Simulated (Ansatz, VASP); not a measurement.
# Two plane-wave programs on Hf2SnS2

```
Hf Sn S
1.0
     4.21488    0.00000    0.00000
     0.00000    4.21488    0.00000
     0.00000    0.00000    6.29679
Hf Sn S
2 1 2
Direct
  0.00000 0.50000 0.50000
  0.50000 0.00000 0.50000
  0.00000 0.00000 0.00000
  0.50000 0.50000 0.24867
  0.50000 0.50000 0.75133
```

Change from the starting cell: species swapped into the CeMg2Si2 type (P4/mmm, No. 123).

Alike in both runs: functional PBE; k mesh 10 × 10 × 6; occupations gaussian, width 0.1 eV; no spin polarisation.

Ansatz relaxed the structure, and its values are those at the end. VASP's run is a single point on that final structure, the one shown.

```csv
,VASP,Ansatz
version,VASP 6.6.1,Ansatz 0.2.0
potentials or method,"VASP PAW PBE potentials, release 64 (Hf_pv, Sn_d, S)","scalar-relativistic, plane waves, PAW"
plane-wave cutoff (eV),520,420
valence electrons in the cell,46,78
```

Ansatz gave:

| Quantity | Value |
| --- | --- |
| gap on the k mesh at the Fermi level (eV) | none |
| pressure (GPa) | 0.0 |
| rms of the force components (eV/Å) | 0.002 |

Task: What did VASP give for the same quantities?

Result: gap on the k mesh at the Fermi level (eV): none; pressure (GPa): -0.4; rms of the force components (eV/Å): 0.023.

A gap of «none» marks a metal or a gap that the smearing closes. With one functional, cell and mesh, what is left measures potentials, basis and numerics. The two sets of potentials don't hold the same shells in valence.

Spin-orbit coupling is left out, which matters for the levels of Hf.
